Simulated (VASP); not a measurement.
Calculation: RPBE GGA, VASP's PBE PAW potentials (set 64) (plane waves; VASP 6.6.1).

VASP ran on this input.

**POSCAR**
```
ZrC
1
    0.0000000000     2.3500000000     2.3500000000
    2.3500000000     0.0000000000     2.3500000000
    2.3500000000     2.3500000000     0.0000000000
Zr C
1 1
Direct
  0.0000000000   0.0000000000   0.0000000000
  0.5000000000   0.5000000000   0.5000000000
```

**KPOINTS**
```
Automatic
0
gamma
12 12 12
```

INCAR:
```
SYSTEM = ZrC
PREC = Accurate
ENCUT = 520
EDIFF = 1E-6
NELM = 100
ALGO = Normal
LREAL = .FALSE.
LASPH = .TRUE.
ISMEAR = 1
SIGMA = 0.1
GGA = RP
LMAXMIX = 4
LWAVE = .FALSE.
LCHARG = .FALSE.
IBRION = 2
ISIF = 3
NSW = 60
EDIFFG = -0.01
```

POTCAR, in this order: Zr_sv C (PBE.64 set). Program: vasp_std.

What VASP printed:

OUTCAR:
```
 ion  position               nearest neighbor table
   1  0.000  0.000  0.000-   2 2.35   2 2.35   2 2.35   2 2.35   2 2.35   2 2.35
   2  0.500  0.500  0.500-   1 2.35   1 2.35   1 2.35   1 2.35   1 2.35   1 2.35
  LATTYP: Found a face centered cubic cell.
 ALAT       =     4.7000000000
 Subroutine PRICEL returns:
 Original cell was already a primitive cell.
 Subroutine GETGRP returns: Found 48 space group operations
The static configuration has the point symmetry O_h .
The dynamic configuration has the point symmetry O_h .
 Subroutine INISYM returns: Found 48 space group operations
 Subroutine IBZKPT returns following result:
 Found     72 irreducible k-points:

 Following reciprocal coordinates:
            Coordinates               Weight
  0.000000  0.000000  0.000000      1.000000
  0.083333  0.000000  0.000000      8.000000
  0.166667  0.000000  0.000000      8.000000
  0.250000  0.000000  0.000000      8.000000
  0.333333  0.000000  0.000000      8.000000
  0.416667  0.000000  0.000000      8.000000
  0.500000  0.000000  0.000000      4.000000
  0.083333  0.083333  0.000000      6.000000
  0.166667  0.083333  0.000000     24.000000
...
```

### OSZICAR
```
       N       E                     dE             d eps       ncg     rms          rms(c)
DAV:   1     0.112733993496E+03    0.11273E+03   -0.90288E+03  1728   0.135E+03
DAV:   2    -0.159345969311E+02   -0.12867E+03   -0.12124E+03  2024   0.335E+02
DAV:   3    -0.217086300050E+02   -0.57740E+01   -0.56393E+01  2540   0.642E+01
DAV:   4    -0.219151786861E+02   -0.20655E+00   -0.20643E+00  2232   0.115E+01
DAV:   5    -0.219207624756E+02   -0.55838E-02   -0.55835E-02  2488   0.158E+00    0.209E+01
DAV:   6    -0.186569912634E+02    0.32638E+01   -0.15833E+01  1940   0.280E+01    0.788E+00
DAV:   7    -0.185520023693E+02    0.10499E+00   -0.69962E-01  2028   0.679E+00    0.568E+00
DAV:   8    -0.185501453538E+02    0.18570E-02   -0.12511E-01  1868   0.353E+00    0.130E+00
DAV:   9    -0.185467715434E+02    0.33738E-02   -0.26614E-02  2228   0.112E+00    0.435E-01
DAV:  10    -0.185472861192E+02   -0.51458E-03   -0.19430E-03  1936   0.577E-01    0.332E-01
DAV:  11    -0.185471318977E+02    0.15422E-03   -0.58773E-04  1940   0.202E-01    0.171E-02
DAV:  12    -0.185471306194E+02    0.12783E-05   -0.12288E-05  2544   0.404E-02    0.119E-02
DAV:  13    -0.185471303374E+02    0.28198E-06   -0.30084E-07  1120   0.644E-03
   1 F= -.18547130E+02 E0= -.18547028E+02  d E =-.185471E+02
       N       E                     dE             d eps       ncg     rms          rms(c)
DAV:   1    -0.188212841669E+02   -0.27415E+00   -0.10425E+01  1760   0.378E+01    0.647E+00
DAV:   2    -0.185815509389E+02    0.23973E+00   -0.78232E-01  1772   0.107E+01    0.206E+00
DAV:   3    -0.185241951374E+02    0.57356E-01   -0.22599E-01  2340   0.401E+00    0.503E-01
DAV:   4    -0.185295229260E+02   -0.53278E-02   -0.15168E-02  2664   0.100E+00    0.535E-01
DAV:   5    -0.185335725616E+02   -0.40496E-02   -0.19869E-03  2800   0.300E-01    0.192E-01
DAV:   6    -0.185351589413E+02   -0.15864E-02   -0.30147E-03  2520   0.359E-01    0.469E-02
DAV:   7    -0.185351889567E+02   -0.30015E-04   -0.10752E-04  2044   0.109E-01    0.198E-02
DAV:   8    -0.185351900454E+02   -0.10887E-05   -0.22784E-05  2740   0.337E-02    0.184E-03
DAV:   9    -0.185351902997E+02   -0.25427E-06   -0.17386E-07   996   0.422E-03
   2 F= -.18535190E+02 E0= -.18535157E+02  d E =0.119400E-01
       N       E                     dE             d eps       ncg     rms          rms(c)
DAV:   1    -0.186707895645E+02   -0.13560E+00   -0.39903E+00  1744   0.229E+01    0.415E+00
DAV:   2    -0.185693242729E+02    0.10147E+00   -0.23561E-01  1736   0.604E+00    0.124E+00
DAV:   3    -0.185507738070E+02    0.18550E-01   -0.10965E-01  2472   0.279E+00    0.484E-01
DAV:   4    -0.185533013862E+02   -0.25276E-02   -0.27482E-03  2212   0.450E-01    0.321E-01
DAV:   5    -0.185555737055E+02   -0.22723E-02   -0.52067E-03  2724   0.385E-01    0.609E-02
DAV:   6    -0.185555931232E+02   -0.19418E-04   -0.37339E-05  1900   0.525E-02    0.529E-02
DAV:   7    -0.185556166319E+02   -0.23509E-04   -0.18257E-05  2116   0.533E-02    0.134E-02
DAV:   8    -0.185556160230E+02    0.60895E-06   -0.61682E-07  1048   0.956E-03
   3 F= -.18555616E+02 E0= -.18555546E+02  d E =-.848569E-02
```

File OUTCAR:
```
------------------------ aborting loop because EDIFF is reached ----------------------------------------
  FORCE on cell =-STRESS in cart. coord.  units (eV):
  Direction    XX          YY          ZZ          XY          YZ          ZX
  --------------------------------------------------------------------------------------
  Total       -0.0067676     -0.0067676     -0.0067676     -0.0000000     -0.0000000      0.0000000
  in kB       -0.4086516     -0.4086516     -0.4086516     -0.0000000     -0.0000000      0.0000000
  external PRESSURE =      -0.4086516 kB  Pullay stress =       0.0000000 kB
  volume of cell :       26.53
      direct lattice vectors                 reciprocal lattice vectors
     0.000000000  2.367305773  2.367305773    -0.211210569  0.211210569  0.211210569
     2.367305773  0.000000000  2.367305773     0.211210569 -0.211210569  0.211210569
     2.367305773  2.367305773  0.000000000     0.211210569  0.211210569 -0.211210569
 POSITION                                       TOTAL-FORCE (eV/Angst)
 -----------------------------------------------------------------------------------
      0.00000      0.00000      0.00000        -0.000000      0.000000      0.000000
      2.36731      2.36731      2.36731         0.000000      0.000000     -0.000000
 -----------------------------------------------------------------------------------
    total drift:                                0.000000      0.000000      0.000000
  FREE ENERGIE OF THE ION-ELECTRON SYSTEM (eV)
  ---------------------------------------------------
  free  energy   TOTEN  =       -18.5556160230 eV

  energy  without entropy=      -18.5554068618  energy(sigma->0) =      -18.55554630

 reached required accuracy - stopping structural energy minimisation
```
(Selected blocks of OUTCAR.)

### CONTCAR
```
ZrC
   1.00000000000000
     0.0000000000000000    2.3673057732977085    2.3673057732977085
     2.3673057732977085    0.0000000000000000    2.3673057732977085
     2.3673057732977085    2.3673057732977085    0.0000000000000000
  Zr              C
     1     1
Direct
     0.0000000000000000    0.0000000000000000    0.0000000000000000
     0.5000000000000000    0.5000000000000000    0.5000000000000000
```

Energy and stress use the plane-wave basis of the starting cell.

The compound is ZrC in the rock salt structure. This run relaxes it. Symmetry was kept, so distortions that lower it aren't found.
